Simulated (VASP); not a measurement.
A convergence study with VASP on C (space group no. 194 when undisturbed): a few settings are varied, all else stays as given below, so the limit is that of these other settings. One atom is moved off its site, so that forces are finite.

```xyz
4
Lattice="1.2337 -2.1368 0.0000 1.2337 2.1368 0.0000 0.0000 0.0000 6.7301" Properties=species:S:1:pos:R:3 pbc="T T T"
C      0.0000     0.0000     1.7325
C      0.0000     0.0000     5.0476
C      1.2337     0.7123     1.6825
C      1.2337    -0.7123     5.0476
```

Calculation: PBEsol GGA, VASP's PBE PAW potentials (set 64) (plane waves; VASP). The last row used: 400 eV cut-off, 18×18×6 Γ-centred mesh, tetrahedra with Blöchl corrections, potentials C.

```
setting       E (eV/atom)  pressure (GPa)  largest force (eV/Å)  irreducible k-points
------------  -----------  --------------  --------------------  --------------------
6×6×2 mesh        -9.6230           -3.98                 0.810                    14
8×8×3 mesh        -9.6448           -4.25                 0.839                    25
10×10×3 mesh      -9.6456           -4.23                 0.841                    36
12×12×4 mesh      -9.6425           -4.19                 0.830                    69
15×15×5 mesh      -9.6436           -4.20                 0.836                   119
18×18×6 mesh      -9.6439           -4.21                 0.836                   202
```

Left out are rungs that failed or repeat a setting and relaxations that didn't move; long series are thinned to 24 rows.

The structure is a typed C crystal (space group no. 194). The cell was not relaxed at this level, it is distorted from the ideal structure.
